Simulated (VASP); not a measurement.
Given:

```
AgCl
1.0
    0.00000     2.76223     2.76223
    2.76223     0.00000     2.76223
    2.76223     2.76223     0.00000
Ag Cl
1 1
Cartesian
  2.76223   0.00000   2.76223
  2.76223   2.76223   2.76223
```

These are PBE GGA with D3 dispersion (zero damping), VASP's PBE PAW potentials (set 64) (plane waves; VASP) values and carry that method's errors. Settings: 520 eV cut-off, Gaussian smearing of 0.050 eV, potentials Ag Cl.

Predict the band gap (along the path) with the smallest direct gap where there is one.

| Item | Result |
|---|---|
| band gap (along the path) | 0.91 eV |
| smallest direct gap (along the path) | 3.03 eV |

The absolute energy has meaning only against runs of the same code, potentials and settings.

The compound is AgCl in the rock salt structure. It was relaxed first.
